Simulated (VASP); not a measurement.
Input of a VASP 6.6.1 run:

INCAR

```
SYSTEM = CoPdO2
PREC = Accurate ; ENCUT = 600
EDIFF = 1E-7 ; ISMEAR = 1
SIGMA = 0.1 ; LREAL = .False.
LASPH = .True. ; NELM = 150
ALGO = Normal ; ISIF = 3
LWAVE = .False. ; LCHARG = .False.
ISPIN = 2 ; MAGMOM = 3 0 0 0
LORBIT = 11 ; LMAXMIX = 4
LDAU = .True. ; LDAUTYPE = 2
LDAUL = 2 -1 -1 ; LDAUU = 3.32 0 0
LDAUJ = 0 0 0 ; LDAUPRINT = 1
GGA = PE ; IBRION = 2
NSW = 90 ; EDIFFG = -0.005
AMIX = 0.2 ; BMIX = 1E-4
AMIX_MAG = 0.8 ; BMIX_MAG = 1E-4
KPAR = 2
```

KPOINTS

```
regular mesh
0
Gamma
  15 15 15
  0 0 0
```

File POSCAR:

```
CoPdO2                                  
1.0
    1.4855242253      0.8576678061      5.9676329687
   -1.4855242253      0.8576678061      5.9676329687
    0.0000000000     -1.7153356226      5.9676329687
  Co              Pd              O             
     1     1     2
Direct
     0.5000000000000000    0.5000000000000000    0.5000000000000000
     0.0000000000000000    0.0000000000000000    0.0000000000000000
     0.8895987556024433    0.8895987556024433    0.8895987556027113
     0.1104012443975567    0.1104012443975567    0.1104012443972885
```

Potentials or basis: VASP PAW PBE potentials, release 64 (Co, Pd, O).

The run is started by

```console
$ cat potpaw_PBE.64/Co/POTCAR potpaw_PBE.64/Pd/POTCAR potpaw_PBE.64/O/POTCAR > POTCAR
$ mpirun -np 2 vasp_std > vasp.out
```

Task: Predict the relaxed cell.

Result: a = 6.211 Å, b = 6.211 Å, c = 6.211 Å, α = 27.67°, β = 27.67°, γ = 27.67°.

Task: Predict the relaxed volume.

Result: 11.40 Å³/atom.

Task: What does it give for the space group after relaxing (to 0.05 Å)?

Result: R-3m (No. 166).

Task: Predict the site moments.

Result: Co +2.25; Pd -0.12; O -0.08 μB.

Forces in eV/Å, atoms in the order of the input:
```
Co   0.000  0.000  0.000
Pd   0.000  0.000  0.000
O    0.000  0.000  0.004
O    0.000  0.000 -0.004
```

Caveat: a cell with one magnetic atom can't hold antiferromagnetic order, which such compounds often take. The state reached can hang on the start; a lower one may exist.
